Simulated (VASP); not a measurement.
An input for Quantum ESPRESSO's pw.x (written as the equivalent of a VASP run, and not itself run):

```
&CONTROL
  calculation = 'vc-relax'
  pseudo_dir = './pseudo'
  outdir = './out'
  tprnfor = .true.
  tstress = .true.
  nstep = 40
  forc_conv_thr = 0.00078
/
&SYSTEM
  ibrav = 0
  nat = 6
  ntyp = 3
  ecutwfc = 96
  occupations = 'smearing'
  smearing = 'gaussian'
  degauss = 0.003675
  input_dft = 'pz'
  nspin = 2
  starting_magnetization(1) = 0.44
  starting_magnetization(2) = -0.44
/
&ELECTRONS
  conv_thr = 7.3e-08
  electron_maxstep = 100
/
&IONS
/
&CELL
  press = 450
/
ATOMIC_SPECIES
  Mn1 54.938 Mn.upf
  Mn2 54.938 Mn.upf
  F 18.998 F.upf
CELL_PARAMETERS angstrom
     4.4093544    0.0000000    0.0000000
     0.0000000    4.4093544    0.0000000
     0.0000000    0.0000000    3.1133287
ATOMIC_POSITIONS crystal
  Mn1  0.0000000  0.0000000  0.0000000
  Mn2  0.5000000  0.5000000  0.5000000
  F    0.3028940  0.3028940  0.0000000
  F    0.8028940  0.1971060  0.5000000
  F    0.1971060  0.8028940  0.5000000
  F    0.6971060  0.6971060  0.0000000
K_POINTS automatic
  5 5 7 0 0 0
```

### Question
Write the VASP files for the same calculation (LDA).

### Answer
Several could match; the one computed here: 
### INCAR
```
ALGO=Normal
EDIFF=1E-6
EDIFFG=-0.02
ENCUT=620
IBRION=2
ISIF=3
ISMEAR=0
ISPIN=2
LASPH=.TRUE.
LCHARG=.FALSE.
LMAXMIX=4
LORBIT=10
LREAL=.FALSE.
LWAVE=.FALSE.
MAGMOM=4.4 -4.4 -0.0 0.0 0.0 -0.0
NELM=100
NSW=40
PREC=Accurate
PSTRESS=450
SIGMA=0.05
SYSTEM=MnF2
```

**POSCAR**
```
MnF2
1
    4.4093543774     0.0000000000     0.0000000000
    0.0000000000     4.4093543774     0.0000000000
    0.0000000000     0.0000000000     3.1133287039
Mn F
2 4
Direct
  0.0000000000   0.0000000000   0.0000000000
  0.5000000000   0.5000000000   0.5000000000
  0.3028940386   0.3028940386   0.0000000000
  0.8028940386   0.1971059614   0.5000000000
  0.1971059614   0.8028940386   0.5000000000
  0.6971059614   0.6971059614   0.0000000000
```

### KPOINTS
```
Automatic mesh
0
Gamma
5 5 7
0 0 0
```

POTCAR, in this order: Mn_pv F (LDA.64 set). Program: vasp_std.

The two are equivalent in intent, not identical: the potentials are each code's own (VASP's PAW set, PseudoDojo norm-conserving files in pw.x), so ENCUT and ecutwfc are chosen apart and not converted; conv_thr bounds pw.x's estimated SCF error, while EDIFF bounds the energy change between steps; starting_magnetization is a fraction of the valence charge and MAGMOM a moment in μB, so they match only roughly; forc_conv_thr acts on force components and is met together with etot_conv_thr.

The compound is MnF2 in the rutile structure. This run relaxes it under an external pressure of 45 GPa. Symmetry was kept, so distortions that lower it aren't found. The k-mesh is coarse (spacing up to 0.31 per Å, 2π included), so the numbers may not be converged in it.
